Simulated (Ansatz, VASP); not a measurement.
LuBeSi4: VASP beside Ansatz

```
Lu Be Si
1.0
     0.00000    3.66276    3.66276
     3.66276    0.00000    3.66276
     3.66276    3.66276    0.00000
Lu Be Si
1 1 4
Direct
  0.25000 0.25000 0.25000
  0.00000 0.00000 0.00000
  0.84894 0.84894 0.84894
  0.84894 0.84894 0.45317
  0.84894 0.45317 0.84894
  0.45317 0.84894 0.84894
```

Alike in both runs: task single point; functional PBE; k mesh 4 × 4 × 4; occupations gaussian, width 0.1 eV; no spin polarisation.

|  | VASP | Ansatz |
| --- | --- | --- |
| version | VASP 6.6.1 | Ansatz 0.2.0 |
| potentials or method | VASP PAW PBE potentials, release 64 (Lu, Be, Si) | scalar-relativistic, plane waves, PAW |
| plane-wave cutoff (eV) | 520 | 420 |
| valence electrons in the cell | 43 | 43 |

|  | VASP | Ansatz | Ansatz less VASP |
| --- | --- | --- | --- |
| gap on the k mesh at the Fermi level (eV) | none | none | - |
| rms of the force components (eV/Å) | 3.387 | 3.437 | +0.0497 |

Atom by atom the forces differ by 0.050 eV/Å (rms over components). A gap of «none» marks a metal or a gap that the smearing closes.

Caveats: the k mesh is coarse (spacing up to 0.37 Å⁻¹), so the values aren't converged; forces of over 1 eV/Å show positions far from the minimum, so gaps and moduli don't describe the material at rest. The runs have no spin-orbit coupling, so splittings on Lu are missing.
